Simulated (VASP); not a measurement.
OSZICAR of a VASP run on CoSi₂:

File OSZICAR:
```
       N       E                     dE             d eps       ncg     rms          rms(c)
DAV:   1    -0.602334736332E+02   -0.60233E+02   -0.28389E-04  1156   0.322E-01    0.785E-02
DAV:   2    -0.602348251972E+02   -0.13516E-02   -0.83641E-03  1148   0.183E+00    0.377E-01
DAV:   3    -0.602333840634E+02    0.14411E-02   -0.53572E-03  1106   0.152E+00    0.156E-02
DAV:   4    -0.602334072271E+02   -0.23164E-04   -0.15358E-04   824   0.808E-02    0.510E-03
DAV:   5    -0.602334085654E+02   -0.13383E-05   -0.43128E-06   820   0.186E-02    0.390E-03
DAV:   6    -0.602334085271E+02    0.38278E-07   -0.50918E-07   492   0.137E-02
   1 F= -.60233409E+02 E0= -.60232424E+02  d E =-.295456E-02
```

### Question
Which electronic solver shows in the log?

### Answer
It is blocked Davidson (ALGO = Normal, or the opening steps of other solvers). The INCAR had ALGO = Normal.

### Question
How was spin treated?

### Answer
Without spin polarisation: there is no mag entry.

### Question
Can the final energy be trusted as converged?

### Answer
The run converged. It stopped with EDIFF = 1E-6, NELM = 100 (PBEsol GGA, plane waves, VASP's PBE PAW potentials (set 64)).

The cell is a thin slab with vacuum, built from CoSi2 (fluorite): (111) face. The run is not spin-polarised, so no magnetic state was tried.
